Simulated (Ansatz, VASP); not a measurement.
# Cross-check of Ge (Germanium) between VASP and Ansatz, part 2 of 2

One calculation is typed for both programs; each brings its own data sets and cutoff. How far apart do they land? The cell is taken from a series of VASP runs on this material, whose earlier steps may have relaxed, scaled or displaced it; both programs get it as it stands.

VASP 6.6.1 and Ansatz 0.2.0.

So far: Set-up; Ansatz: zone-centre phonons, PBEsol; VASP: zone-centre phonons, PBEsol; Side by side.

**5. Ansatz: band structure, HSE06**

Level of this step: Ansatz beside VASP: Kohn-Sham DFT, plane waves, HSE06 (Ansatz).

Levels along a path test the potential and the projectors away from the mesh points.

The cell is taken from a series of VASP runs on this material, whose earlier steps may have relaxed, scaled or displaced it; both programs get it as it stands.

The input, input.yaml:

```yaml
crystal:
  lattice:
    - [0.0, 2.8320545834, 2.8320545834]
    - [2.8320545834, 0.0, 2.8320545834]
    - [2.8320545834, 2.8320545834, 0.0]
  atoms:
    - { symbol: Ge, position: [0.0, 0.0, 0.0] }
    - { symbol: Ge, position: [0.25, 0.25, 0.25] }
hamiltonian:
  xc: { exchange: pbe, correlation: pbe, exx: { coeff: 0.25, omega: 0.2 } }
  pseudopotentials: { kind: paw }
kpoints:
  mp_grid: { grid: [4, 4, 4] }
  band_path:
    path:
      - [0.0, 0.0, 0.0]
      - [0.5, 0.0, 0.5]
      - [0.5, 0.2, 0.7]
      - [0.4, 0.35, 0.75]
      - [0.15, 0.15, 0.3]
      - [0.2, 0.2, 0.2]
      - [0.5, 0.5, 0.5]
      - [0.55, 0.4, 0.55]
      - [0.6, 0.25, 0.65]
      - [0.5, 0.25, 0.75]
      - [0.5, 0.5, 0.5]
      - [0.375, 0.375, 0.75]
      - [0.5, 0.0, 0.5]
    npoints: 1
scf:
  occupations: { method: gaussian, width: 0.05 }
  n_extra_bands: 7
output:
  forces: true
  stress: true
  eigenvalues: true
  write_density: true
  write_potential: true
  elf: true
  volumetric_format: npy
```

Run with:

```console
$ ansatz run input.yaml --threads 4 --pin off --max-ram 9216MiB --backend cpu --events-out ev --progress --plain --runs-dir out
```

Numbers of over 12 decimals in the logs are rounded to 6 here.

The program printed:

```text
[...]
--- Band table (eV; the first three rows and the last of 8) ---
  k-point 0: bands = [... 10 lower, -5.7922, 8.2026, 8.2026, 8.2026, 9.1349, 11.4594, 11.4594, 11.4594, ... 3 higher]
  k-point 1: bands = [... 10 lower, -4.9711, 3.2031, 7.2698, 7.2698, 9.6054, 12.6001, 12.6001, 14.8017, ... 3 higher]
  k-point 2: bands = [... 10 lower, -3.4700, -0.0520, 6.6881, 6.6881, 9.0799, 12.6933, 12.6933, 16.1755, ... 3 higher]
  k-point 7: bands = [... 10 lower, -1.3548, -1.3548, 4.0042, 4.0042, 13.4464, 13.4464, 13.6524, 13.6524, ... 3 higher]
[key lines of the parts left out:]
Free energy (F): -8591.481246 eV
Fermi energy:    8.640870 eV
P = ⅓ Tr σ = 0.9076 GPa (9.076 kbar)
```

The job ended after 18 s (4 threads of Arm Neoverse V2, shared host; peak memory 0.56 GiB).

**6. VASP: band structure, HSE06**

The same cell, functional, mesh and smearing now go to VASP, with its own data sets and cutoff.

The run reads the wave functions of an earlier VASP run, which isn't shown here.

The input, INCAR:

```
SYSTEM = Ge
PREC = Accurate
ENCUT = 410
EDIFF = 1E-06
NELM = 100
ISMEAR = 0
SIGMA = 0.05
LREAL = .FALSE.
ALGO = Normal
LHFCALC = .TRUE.
AEXX = 0.25
GGA = PE
HFSCREEN = 0.2
LASPH = .TRUE.
NBANDS = 20
PRECFOCK = Fast
LORBIT = 11
LWAVE = .FALSE.
LCHARG = .FALSE.
KPAR = 2
```

The input, POSCAR:

```
Ge
1.0
    0.0000000000      2.8320545834      2.8320545834
    2.8320545834      0.0000000000      2.8320545834
    2.8320545834      2.8320545834      0.0000000000
Ge
2
Direct
    0.0000000000      0.0000000000      0.0000000000
    0.2500000000      0.2500000000      0.2500000000
```

The input, KPOINTS:

```
Automatic mesh
0
Gamma
4 4 4
0 0 0
```

The input, KPOINTS_OPT:

```
Line mode
6
Line-mode
Reciprocal
  0.00000000   0.00000000   0.00000000 GAMMA
  0.50000000   0.00000000   0.50000000 X

  0.50000000   0.00000000   0.50000000 X
  0.50000000   0.25000000   0.75000000 W

  0.50000000   0.25000000   0.75000000 W
  0.37500000   0.37500000   0.75000000 K

  0.37500000   0.37500000   0.75000000 K
  0.00000000   0.00000000   0.00000000 GAMMA

  0.00000000   0.00000000   0.00000000 GAMMA
  0.50000000   0.50000000   0.50000000 L

  0.50000000   0.50000000   0.50000000 L
  0.62500000   0.25000000   0.62500000 U

  0.62500000   0.25000000   0.62500000 U
  0.50000000   0.25000000   0.75000000 W

  0.50000000   0.25000000   0.75000000 W
  0.50000000   0.50000000   0.50000000 L

  0.50000000   0.50000000   0.50000000 L
  0.37500000   0.37500000   0.75000000 K

  0.62500000   0.25000000   0.62500000 U
  0.50000000   0.00000000   0.50000000 X
```

The projector-augmented-wave data sets are Ge_d (PBE family, release 64).

Run with:

```console
$ mpirun -np 2 vasp_std
```

The program printed:

```text
[banner, memory and clock lines left out]
running    2 mpi-ranks, on    1 nodes
[...]
LDA part: xc-table for (Slater+PW92), standard interpolation
 found WAVECAR, reading the header
 POSCAR, INCAR and KPOINTS ok, starting setup
[...]
reading WAVECAR
 the WAVECAR file was read successfully
 initial charge from wavefunction
 entering main loop
       N       E                     dE             d eps       ncg     rms          rms(c)
DAV:   1    -0.104924512623E+02   -0.10492E+02   -0.12133E+00   416   0.209E+01    0.105E+00
DAV:   2    -0.104891404058E+02    0.33109E-02   -0.54230E-02   396   0.334E+00    0.748E-01
DAV:   3    -0.104862473739E+02    0.28930E-02   -0.93915E-03   440   0.173E+00    0.508E-01
DAV:   4    -0.104859485154E+02    0.29886E-03   -0.10610E-03   420   0.538E-01    0.317E-01
[...]
DAV:   9    -0.104858128504E+02    0.24770E-05   -0.56358E-07   248   0.518E-03    0.237E-02
DAV:  10    -0.104858116278E+02    0.12226E-05   -0.24233E-07   200   0.361E-03    0.140E-02
DAV:  11    -0.104858107136E+02    0.91417E-06   -0.11083E-07   172   0.254E-03
   1 F= -.10485811E+02 E0= -.10485811E+02  d E =-.222215E-15
 Start KPOINTS_OPT (optional k-point list driver)
k-point batch [1-8\60]
       N       E                     dE             ncg
DAV:   1    -0.204542742557E+04   -0.64758E+04      336
DAV:   2    -0.354707882044E+04   -0.15017E+04      320
DAV:   3    -0.375428905523E+04   -0.20721E+03      352
DAV:   4    -0.376274632785E+04   -0.84573E+01      364
DAV:   5    -0.376288718357E+04   -0.14086E+00      388
DAV:   6    -0.376289037875E+04   -0.31952E-02      376
DAV:   7    -0.376289051016E+04   -0.13141E-03      416
DAV:   8    -0.376289051480E+04   -0.46486E-05      336
DAV:   9    -0.376289051499E+04   -0.18265E-06      248
[...]
k-point batch [57-60\60]
       N       E                     dE             ncg
DAV:   1     0.278567206472E+04   -0.46816E+04      172
DAV:   2     0.205038190996E+04   -0.73529E+03      160
DAV:   3     0.195181329265E+04   -0.98569E+02      180
DAV:   4     0.194825460063E+04   -0.35587E+01      184
DAV:   5     0.194819072825E+04   -0.63872E-01      192
DAV:   6     0.194818915322E+04   -0.15750E-02      192
DAV:   7     0.194818909112E+04   -0.62101E-04      188
DAV:   8     0.194818908802E+04   -0.30995E-05      180
DAV:   9     0.194818908787E+04   -0.14841E-06      128
```

From OUTCAR (step 6):

```text
 POSITION                                       TOTAL-FORCE (eV/Angst)
 -----------------------------------------------------------------------------------
      0.00000      0.00000      0.00000        -0.000000     -0.000000     -0.000000
      1.41603      1.41603      1.41603         0.000000      0.000000      0.000000
 -----------------------------------------------------------------------------------
    total drift:                               -0.000001     -0.000000     -0.000001

  FREE ENERGIE OF THE ION-ELECTRON SYSTEM (eV)
  ---------------------------------------------------
  free  energy   TOTEN  =       -10.4858107136 eV

  energy  without entropy=      -10.4858107136  energy(sigma->0) =      -10.48581071

[... 1 part as in an earlier step ...]

[... 2 further parts left out ...]
[key lines of the parts left out:]
E-fermi :   4.9073
```

Spin-orbit coupling is off here; it would split degenerate levels, and it lifts a valence top of Ge p states by about 0.1 eV.

**7. Differences**

What differs besides the data sets and the points named for the pairs above, as far as they apply: exact exchange at q = 0 is treated differently, which shows on coarse meshes; VASP keeps PBE cores, Ansatz makes them for the functional; VASP takes a coarser grid for exact exchange (PRECFOCK = Fast). Total energies have different zeros and are not compared.

Compared:

```csv
quantity,Ansatz,VASP,difference
gap over the path points (eV),0.877,0.887,-0.009
```

Levels at points of the path, from each program's valence-band top (eV; 3 filled, then empty):

| k (reciprocal lattice) | Ansatz | VASP |
| --- | --- | --- |
| 0.000 0.000 0.000 | 0.00 0.00 0.00 0.93 3.26 3.26 | 0.00 0.00 0.00 0.95 3.27 3.27 |
| 0.500 0.000 0.500 | -9.67 -3.34 -3.34 1.33 1.33 10.81 | -9.67 -3.33 -3.33 1.34 1.34 10.82 |
| 0.500 0.200 0.700 | -9.57 -4.13 -4.13 4.13 4.13 6.65 | -9.57 -4.13 -4.13 4.14 4.14 6.66 |
| 0.400 0.350 0.750 | -9.02 -4.65 -2.97 1.99 4.91 7.98 | -9.02 -4.65 -2.97 1.99 4.92 8.00 |
| 0.150 0.150 0.300 | -4.50 -2.34 -0.59 2.66 4.14 4.27 | -4.50 -2.33 -0.59 2.67 4.15 4.28 |
| 0.200 0.200 0.200 | -3.96 -0.70 -0.70 1.60 4.18 4.18 | -3.96 -0.70 -0.70 1.61 4.19 4.19 |
| 0.500 0.500 0.500 | -8.26 -1.51 -1.51 0.88 4.49 4.49 | -8.25 -1.51 -1.51 0.89 4.50 4.50 |
| 0.550 0.400 0.550 | -8.23 -3.23 -1.93 2.25 4.46 5.43 | -8.23 -3.22 -1.92 2.26 4.47 5.44 |
| 0.600 0.250 0.650 | -9.02 -4.65 -2.97 1.99 4.91 7.98 | -9.02 -4.65 -2.97 1.99 4.92 8.00 |
| 0.500 0.250 0.750 | -9.56 -4.20 -4.20 5.24 5.24 5.45 | -9.56 -4.20 -4.20 5.26 5.26 5.46 |

Among the levels compared at these points, filled levels agree within 3 meV and empty ones within 17 meV.

**8. Summary of results**

| Item | Value |
| --- | --- |
| r.m.s. difference of the optical zone-centre modes, each program's sorted by frequency (zone-centre phonons, PBEsol) | 1.7 cm⁻¹ |
| difference in optical mode 1 to 3 (zone-centre phonons, PBEsol) | +0.6 % |
| difference in gap over the path points (band structure, HSE06) | -0.0094 eV |

**Reading.** The difference in gap over the path points is -0.0094 eV (band structure, HSE06), within the 0.08 eV picked in this series as the mark of a large difference. Among the rows given in per cent, the largest difference of the zone-centre phonons, PBEsol pair is in optical mode 1 to 3, +0.6 %. Such differences can come from data sets, numerical settings and the points named under the comparisons, not from the functional's error against experiment.

[Lines on the potential files, build, host, timing and source positions are cut from VASP's logs without a mark.]

[Logs are printed without paths, hosts, clocks, repeated set-up lines and the standing remarks that a program may print on its own settings, such as how far it seeks lower states.]

[Hosts, paths, dates, database ids (printed as entryN), source tags and the programs' standing remarks are cut or masked in the printed files.]
